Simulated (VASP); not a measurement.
These are r2SCAN meta-GGA, VASP's PBE PAW potentials (set 64) (plane waves; VASP 6.6.1) values and carry that method's errors.

VASP ran on this input.

File POSCAR:
```
Dy
11.1425940
  0.1633268843  -0.2828904431   0.0000000000
  0.1633268843   0.2828904431   0.0000000000
  0.0000000000   0.0000000000   0.4999999960
Dy
2
Cart
  0.1633268843   0.0942970030   0.1249999990
  0.1633268843  -0.0942970030   0.3749999970
```

KPOINTS:
```
Automatic mesh
0
Gamma
 10 10 6
0 0 0
```

INCAR:
```
SYSTEM  =  Dy
LCHARG  =  F
PREC  =  Accurate
NELM  =  100
LWAVE  =  F
EDIFF  =  1E-7   # SCF stop (eV)
LREAL  =  F
ISIF  =  2
ISMEAR  =  1
LMIXTAU  =  T
ENCUT  =  480   # plane-wave cut-off (eV)
SIGMA  =  0.1   # width (eV)
METAGGA  =  R2SCAN
LASPH  =  T
LMAXMIX  =  6   # l cut-off of mixed one-centre charges
ALGO  =  Normal
```

POTCAR, in this order: Dy_3 (PBE.64 set). Program: vasp_std.

### Question
What will the output report for the number of irreducible k-points (NKPTS), number of bands (NBANDS), largest plane-wave count, number of space-group operations, FFT grid (NGX, NGY, NGZ)?

### Answer

| Item | Value |
|---|---|
| number of irreducible k-points (NKPTS) | 56 |
| number of bands (NBANDS) | 13 |
| largest plane-wave count | 1550 |
| number of space-group operations | 24 |
| FFT grid (NGX, NGY, NGZ) | 28 × 28 × 40 |

The compound is Dy in the hcp structure. It was relaxed first. The 4f electrons are frozen in the core of the lanthanide potential, so 4f levels, which can set the real gap, and their magnetism are missing.
